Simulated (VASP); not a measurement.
# Ga6Si (Pm-3m) in VASP: single point with PBE

Aim: the single point of Ga6Si with PBE.

Program: VASP 6.6.1. These are calculated values, not measurements. Logs are shortened: lines on timing, memory, paths and dates and some standing lists are left out, and cuts for length are marked.

**1. The cell of the first run**

Symmetry: Pm-3m, No. 221, cubic system. Conventional cell: a = 6.031 Å, b = 6.031 Å, c = 6.031 Å, α = 90.00°, β = 90.00°, γ = 90.00°. Ga (site symmetry 4mm) has 5 Ga at 2.34 to 2.61 Å as nearest neighbours. Around Si (site symmetry m-3m) lie 24 Ga at 4.42 Å.

The cell was built by a generator and needn't be a form met in nature.

**2. Single point, PBE (species swapped into the CaB6 type (Pm-3m, No. 221))**

File INCAR:

```
PREC     = Accurate       # precision mode
ENCUT    = 520            # plane-wave cutoff, eV
EDIFF    = 1E-7           # SCF threshold, eV
ISMEAR   = 0              # smearing method
SIGMA    = 0.1            # smearing width, eV
LREAL    = False          # projectors in reciprocal space
LASPH    = True           # aspherical terms in the spheres
NELM     = 100            # most SCF steps
ALGO     = Fast           # electronic algorithm
ISIF     = 2              # what is computed and relaxed
LWAVE    = False          # write WAVECAR
LCHARG   = False          # write CHGCAR
GGA      = PE             # functional
NBANDS   = 50             # bands
```

File KPOINTS:

```
Automatic mesh
0
Gamma
  6 6 6
```

File POSCAR:

```
Ga6Si
1.0
    6.0309600978      0.0000000000      0.0000000000
    0.0000000000      6.0309600978      0.0000000000
    0.0000000000      0.0000000000      6.0309600978
Ga Si
6 1
Direct
    0.5000000000      0.5000000000      0.1938625143
    0.5000000000      0.5000000000      0.8061374857
    0.1938625143      0.5000000000      0.5000000000
    0.8061374857      0.5000000000      0.5000000000
    0.5000000000      0.1938625143      0.5000000000
    0.5000000000      0.8061374857      0.5000000000
    0.0000000000      0.0000000000      0.0000000000
```

Potentials or basis: VASP PAW PBE potentials, release 64 (Ga_d, Si).

On the command line:

```
$ cat potpaw_PBE.64/Ga_d/POTCAR potpaw_PBE.64/Si/POTCAR > POTCAR
$ mpirun -np 1 vasp_std > vasp.out
```

OUTCAR:

```text
PREC = Accurate
   ENCUT = 520
   EDIFF = 1E-7
   ISMEAR = 0
   LREAL = False
   LASPH = True
   NELM = 100
   ISIF = 2
   GGA = PE

 ion  position               nearest neighbor table
   1  0.500  0.500  0.194-   2 2.34   3 2.61   4 2.61   5 2.61   6 2.61
   2  0.500  0.500  0.806-   1 2.34   3 2.61   4 2.61   5 2.61   6 2.61
   3  0.194  0.500  0.500-   4 2.34   2 2.61   1 2.61   5 2.61   6 2.61
   4  0.806  0.500  0.500-   3 2.34   2 2.61   1 2.61   5 2.61   6 2.61
   5  0.500  0.194  0.500-   6 2.34   2 2.61   3 2.61   4 2.61   1 2.61
   6  0.500  0.806  0.500-   5 2.34   2 2.61   3 2.61   4 2.61   1 2.61
   7  0.000  0.000  0.000-

  LATTYP: Found a simple cubic cell.
 ALAT       =     6.0309600978

  Lattice vectors:

 A1 = (   6.0309600978,   0.0000000000,   0.0000000000)
 A2 = (   0.0000000000,   6.0309600978,   0.0000000000)
 A3 = (   0.0000000000,   0.0000000000,   6.0309600978)

Analysis of symmetry for initial positions (statically):
=====================================================================
 Subroutine PRICEL returns:
 Original cell was already a primitive cell.

 Routine SETGRP: Setting up the symmetry group for a
 simple cubic supercell.

 Subroutine GETGRP returns: Found 48 space group operations
 (whereof 48 operations were pure point group operations)
 out of a pool of 48 trial point group operations.

The static configuration has the point symmetry O_h .

Analysis of symmetry for dynamics (positions and initial velocities):
=====================================================================
 Subroutine PRICEL returns:
 Original cell was already a primitive cell.

 Routine SETGRP: Setting up the symmetry group for a
 simple cubic supercell.

 Subroutine GETGRP returns: Found 48 space group operations
 (whereof 48 operations were pure point group operations)
 out of a pool of 48 trial point group operations.

The dynamic configuration has the point symmetry O_h .

 Subroutine INISYM returns: Found 48 space group operations
 (whereof 48 operations are pure point group operations),
 and found     1 'primitive' translations

----------------------------------------------------------------------------------------

                                     Primitive cell

  volume of cell :     219.3610

  direct lattice vectors                    reciprocal lattice vectors
     6.030960098  0.000000000  0.000000000     0.165811079  0.000000000  0.000000000
     0.000000000  6.030960098  0.000000000     0.000000000  0.165811079  0.000000000
     0.000000000  0.000000000  6.030960098     0.000000000  0.000000000  0.165811079

  length of vectors
     6.030960098  6.030960098  6.030960098     0.165811079  0.165811079  0.165811079

  position of ions in fractional coordinates (direct lattice)
     0.500000000  0.500000000  0.193862514
     0.500000000  0.500000000  0.806137486
     0.193862514  0.500000000  0.500000000
     0.806137486  0.500000000  0.500000000
     0.500000000  0.193862514  0.500000000
     0.500000000  0.806137486  0.500000000
     0.000000000  0.000000000  0.000000000

  ion indices of the primitive-cell ions
   primitive index   ion index
                 1           1
                 2           2
                 3           3
                 4           4
                 5           5
                 6           6
                 7           7

----------------------------------------------------------------------------------------

 KPOINTS: Automatic mesh

Automatic generation of k-mesh.
 Grid dimensions read from file:
 generate k-points for:    6    6    6

 Generating k-lattice:

  Cartesian coordinates                     Fractional coordinates (reciprocal lattice)
     0.027635180  0.000000000  0.000000000     0.166666667  0.000000000  0.000000000
     0.000000000  0.027635180  0.000000000     0.000000000  0.166666667  0.000000000
     0.000000000  0.000000000  0.027635180     0.000000000  0.000000000  0.166666667

  Length of vectors
     0.027635180  0.027635180  0.027635180

  Shift w.r.t. Gamma in fractional coordinates (k-lattice)
     0.000000000  0.000000000  0.000000000

 Subroutine IBZKPT returns following result:
 ===========================================

 Found     20 irreducible k-points:

 Following reciprocal coordinates:
            Coordinates               Weight
  0.000000  0.000000  0.000000      1.000000
  0.166667  0.000000  0.000000      6.000000
  0.333333  0.000000  0.000000      6.000000
  0.500000  0.000000  0.000000      3.000000
  0.166667  0.166667  0.000000     12.000000
  0.333333  0.166667  0.000000     24.000000
[... 12 lines left out ...]
  0.500000  0.500000  0.333333      6.000000
  0.500000  0.500000  0.500000      1.000000
   k-points           NKPTS =     20   k-points in BZ     NKDIM =     20   number of bands    NBANDS=     50
   number of dos      NEDOS =    301   number of ions     NIONS =      7
   total plane-waves  NPLWV = 110592
   dimension x,y,z NGX =    48 NGY =   48 NGZ =   48
   dimension x,y,z NGXF=    96 NGYF=   96 NGZF=   96
   ions per type =               6   1
   NGX,Y,Z   is equivalent  to a cutoff of  13.23, 13.23, 13.23 a.u.
   NGXF,Y,Z  is equivalent  to a cutoff of  26.46, 26.46, 26.46 a.u.
 SYSTEM =  unknown system
   PREC   = accura    normal or accurate (medium, high low for compatibility)
   ISTART =      0    job   : 0-new  1-cont  2-samecut
   ICHARG =      2    charge: 1-file 2-atom 10-const
   ISPIN  =      1    spin polarized calculation?
   LNONCOLLINEAR =      F non collinear calculations
   LSORBIT =      F    spin-orbit coupling
   LASPH  =      T    aspherical Exc in radial PAW
   ENCUT  =  520.0 eV  38.22 Ry    6.18 a.u.  11.21 11.21 11.21*2*pi/ulx,y,z
   NELM   =    100;   NELMIN=  2; NELMDL= -5     # of ELM steps
   EDIFF  = 0.1E-06   stopping-criterion for ELM
   LREAL  =      F    real-space projection
   EDIFFG = 0.1E-05   stopping-criterion for IOM
   NSW    =      0    number of steps for IOM
   IBRION =     -1    ionic relax: 0-MD 1-quasi-New 2-CG
   NFREE  =      0    steps in history (QN), initial steepest desc. (CG)
   ISIF   =      2    stress and relaxation
   ISYM   =      2    0-nonsym 1-usesym 2-fastsym
   POTIM  = 0.5000    time-step for ionic-motion
   TEBEG  =    0.0;   TEEND  =   0.0 temperature during run
   PSTRESS=    0.0 pullay stress
   NELECT =      82.0000    total number of electrons
   NUPDOWN=      -1.0000    fix difference up-down
   EMIN   =  10.00;   EMAX   =-10.00  energy-range for DOS
   EFERMI =   0.00;   METHOD = LEGACY
   ISMEAR =     0;   SIGMA  =   0.10  broadening in eV -4-tet -1-fermi 0-gaus
   EFERMI_NEDOS =   21; number of points for ismear=-14 and -15
   IALGO  =     68    algorithm
   IMIX   =      4    mixing-type and parameters
     AMIX     =   0.40;   BMIX     =  1.00
     AMIX_MAG =   1.60;   BMIX_MAG =  1.00
  volume/ion in A,a.u.               =      31.34       211.47
  Fermi-wavevector in a.u.,A,eV,Ry     =   1.179306  2.228564 18.922459  1.390761
  Thomas-Fermi vector in A             =   2.315619
   LORBIT       =      0    0 simple, 1 ext, 2 COOP (PROOUT), +10 PAW based schemes
   GGA     = PE    functional components
   LHFCALC =     F    Hartree Fock is set to
   AEXX    =    0.0000 exact exchange contribution
   IVDW    =     0    specifies the selected vdW correction
   LEPSILON=     F    determine dielectric tensor
   LRPA    =     F    only Hartree local field effects (RPA)
 non-spin polarized calculation
 RMM-DIIS sequential band-by-band and
 Gauss-broadening in eV      SIGMA  =   0.10
  energy-cutoff  :      520.00
  volume of cell :      219.36
 maximum number of plane-waves:      5932
 NGX is ok and might be reduce to    48
   NGX = 23   NGY = 23   NGZ = 23

 number of electron      82.0000011 magnetization

 Free energy of the ion-electron system (eV)
  ---------------------------------------------------
  ext. energy  EPLUGINS =         0.00000000
  ---------------------------------------------------
  free energy    TOTEN  =       -17.29612778 eV

  energy without entropy =      -17.26783598  energy(sigma->0) =      -17.28198188

 E-fermi :   1.5745     XC(G=0):  -8.1412

 val. band max:        1.5589632574   @ k =   0.5000   0.5000   0.0000
 cond. band min:       1.6019067999   @ k =   0.3333   0.3333   0.1667
 fundamental gap:      0.0429435426
 Fermi energy:         1.5745420917

 k-point     1 :       0.0000    0.0000    0.0000
  band No.  band energies     occupation
      1     -13.7410      2.00000
      2     -13.3930      2.00000
      3     -13.3930      2.00000
      4     -13.3930      2.00000
      5     -13.3374      2.00000
      6     -13.3374      2.00000
[... 42 lines left out ...]
     49       5.3915      0.00000
     50       5.3931      0.00000

 k-point     2 :       0.1667    0.0000    0.0000
  band No.  band energies     occupation
      1     -13.7245      2.00000
      2     -13.4215      2.00000
      3     -13.3960      2.00000
      4     -13.3960      2.00000
      5     -13.3371      2.00000
      6     -13.3232      2.00000
[... 42 lines left out ...]
     49       5.5124      0.00000
     50       5.5187      0.00000

 k-point     3 :       0.3333    0.0000    0.0000
  band No.  band energies     occupation
      1     -13.6835      2.00000
      2     -13.4738      2.00000
      3     -13.4030      2.00000
      4     -13.4030      2.00000
      5     -13.3401      2.00000
      6     -13.3401      2.00000
[... 42 lines left out ...]
     49       5.5938      0.00000
     50       6.4842      0.00000

 k-point     4 :       0.5000    0.0000    0.0000
  band No.  band energies     occupation
      1     -13.6547      2.00000
      2     -13.5061      2.00000
      3     -13.4069      2.00000
      4     -13.4069      2.00000
      5     -13.3455      2.00000
      6     -13.3455      2.00000
[... 787 lines left out ...]
 k-point    19 :       0.5000    0.5000    0.3333
  band No.  band energies     occupation
      1     -13.4854      2.00000
      2     -13.4833      2.00000
      3     -13.4833      2.00000
      4     -13.4828      2.00000
      5     -13.4479      2.00000
      6     -13.4479      2.00000
[... 42 lines left out ...]
     49       5.5459      0.00000
     50       6.2667      0.00000

 k-point    20 :       0.5000    0.5000    0.5000
  band No.  band energies     occupation
      1     -13.4849      2.00000
      2     -13.4849      2.00000
      3     -13.4849      2.00000
      4     -13.4561      2.00000
      5     -13.4561      2.00000
      6     -13.4561      2.00000
[... 42 lines left out ...]
     49       6.3095      0.00000
     50       6.3156      0.00000

------------------------ aborting loop because EDIFF is reached ----------------------------------------

  FORCE on cell =-STRESS in cart. coord.  units (eV):
  Direction    XX          YY          ZZ          XY          YZ          ZX
  --------------------------------------------------------------------------------------
  -------------------------------------------------------------------------------------
  Total        0.1075802      0.1075802      0.1075802     -0.0000000      0.0000000     -0.0000000
  in kB        0.7857486      0.7857486      0.7857486     -0.0000000      0.0000000     -0.0000000
  external PRESSURE =       0.7857486 kB  Pullay stress =       0.0000000 kB

 VOLUME and BASIS-vectors are now :
 -----------------------------------------------------------------------------
  energy-cutoff  :      520.00
  volume of cell :      219.36
      direct lattice vectors                 reciprocal lattice vectors
     6.030960098  0.000000000  0.000000000     0.165811079  0.000000000  0.000000000
     0.000000000  6.030960098  0.000000000     0.000000000  0.165811079  0.000000000
     0.000000000  0.000000000  6.030960098     0.000000000  0.000000000  0.165811079

 POSITION                                       TOTAL-FORCE (eV/Angst)
 -----------------------------------------------------------------------------------
      3.01548      3.01548      1.16918        -0.000000     -0.000000     -0.004002
      3.01548      3.01548      4.86178        -0.000000      0.000000      0.004002
      1.16918      3.01548      3.01548        -0.004002      0.000000      0.000000
      4.86178      3.01548      3.01548         0.004002     -0.000000     -0.000000
      3.01548      1.16918      3.01548        -0.000000     -0.004002      0.000000
      3.01548      4.86178      3.01548        -0.000000      0.004002     -0.000000
      0.00000      0.00000      0.00000        -0.000000      0.000000      0.000000
 -----------------------------------------------------------------------------------
    total drift:                                0.000000     -0.000000     -0.000000

  FREE ENERGIE OF THE ION-ELECTRON SYSTEM (eV)
  ---------------------------------------------------
  free  energy   TOTEN  =       -17.2961277843 eV

  energy  without entropy=      -17.2678359787  energy(sigma->0) =      -17.28198188
```

Wall time 2.6 min (1 thread of Intel Xeon 6975P-C (Granite Rapids), shared host); peak memory 0.39 GiB.

Results:

| Item | Value |
| --- | --- |
| Free energy | -17.2961 eV |
| Pressure | 0.1 GPa |
| Largest force | 0.004 eV/Å |
| Band gap on the k mesh | none (metal or under the smearing width) |

Forces in eV/Å, atoms in the order of the input:
```
Ga   0.000  0.000 -0.004
Ga   0.000  0.000  0.004
Ga  -0.004  0.000  0.000
Ga   0.004  0.000  0.000
Ga   0.000 -0.004  0.000
Ga   0.000  0.004  0.000
Si   0.000  0.000  0.000
```
